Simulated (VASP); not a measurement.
An input for Quantum ESPRESSO's pw.x (written as the equivalent of a VASP run, and not itself run):

```
&CONTROL
  calculation = 'scf'
  pseudo_dir = './pseudo'
  outdir = './out'
  tprnfor = .true.
  tstress = .true.
/
&SYSTEM
  ibrav = 0
  nat = 2
  ntyp = 2
  ecutwfc = 82.3
  occupations = 'smearing'
  smearing = 'gaussian'
  degauss = 0.003675
  input_dft = 'pbe'
/
&ELECTRONS
  conv_thr = 7.3e-08
  electron_maxstep = 100
/
ATOMIC_SPECIES
  Sr 87.620 Sr.upf
  Te 127.600 Te.upf
CELL_PARAMETERS angstrom
     0.0000000    3.3966000    3.3966000
     3.3966000    0.0000000    3.3966000
     3.3966000    3.3966000    0.0000000
ATOMIC_POSITIONS crystal
  Sr   0.0000000  0.0000000  0.0000000
  Te   0.5000000  0.5000000  0.5000000
K_POINTS automatic
  6 6 6 0 0 0
```

Task: Translate this input to VASP (INCAR, KPOINTS, POSCAR, choice of POTCAR).

Result: One answer among several that fit: 
### KPOINTS
```
Automatic mesh
0
Gamma
6 6 6
0 0 0
```

INCAR:
```
SYSTEM = SrTe
PREC = Accurate
ENCUT = 400
EDIFF = 1E-6
NELM = 100
ALGO = Normal
LREAL = .FALSE.
LASPH = .TRUE.
ISMEAR = 0
SIGMA = 0.05
GGA = PE
LMAXMIX = 4
LWAVE = .FALSE.
LCHARG = .FALSE.
ISIF = 2
AMIX = 1.0
BMIX = 0.0001
IMIX = 4
```

POSCAR:
```
SrTe
1
    0.0000000000     3.3966000000     3.3966000000
    3.3966000000     0.0000000000     3.3966000000
    3.3966000000     3.3966000000     0.0000000000
Sr Te
1 1
Direct
  0.0000000000   0.0000000000   0.0000000000
  0.5000000000   0.5000000000   0.5000000000
```

POTCAR, in this order: Sr_sv Te (PBE.64 set). Program: vasp_std.

The two are equivalent in intent, not identical: the potentials are each code's own (VASP's PAW set, PseudoDojo norm-conserving files in pw.x), so ENCUT and ecutwfc are chosen apart and not converted; conv_thr bounds pw.x's estimated SCF error, while EDIFF bounds the energy change between steps.

The compound is SrTe in the rock salt structure. The cell was not relaxed at this level. The run is one of a series of settings (AMIX = 1.0, BMIX = 0.0001, IMIX = 4 against the base run), some of them coarse on purpose.
